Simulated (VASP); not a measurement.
Input:

```yaml
crystal:
  lattice:
    - [-1.76140, 1.76140, 1.76140]
    - [1.76140, -1.76140, 1.76140]
    - [1.76140, 1.76140, -1.76140]
  atoms:
    - { symbol: Cd, position: [0.00000, 0.00000, 0.00000] }
```

Level of theory: r2SCAN meta-GGA with spin-orbit coupling, VASP's PBE PAW potentials (set 64) (plane waves; VASP). Run with 400 eV cut-off, 13×13×13 Γ-centred mesh, Gaussian smearing of 0.050 eV, potentials Cd.

### Question
Give the energies of bands 11 to 18 at the high-symmetry points, in eV from the Fermi level.

### Answer

```
band      Γ     H      N     P
----  -----  ----  -----  ----
11    -9.09  3.12  -2.40  1.14
12    -9.09  3.12  -2.40  1.14
13    16.10  3.69  -1.02  1.99
14    16.10  3.69  -1.02  1.99
15    16.10  3.69   9.74  2.30
16    16.10  3.69   9.74  2.30
17    16.10  6.17  10.48  2.30
18    16.10  6.17  10.48  2.30
```

It has no gap at this level: it comes out as a metal or semimetal.

The structure was generated: Cd was put into the bcc type (Im-3m), which need not be its known phase. It was relaxed first.
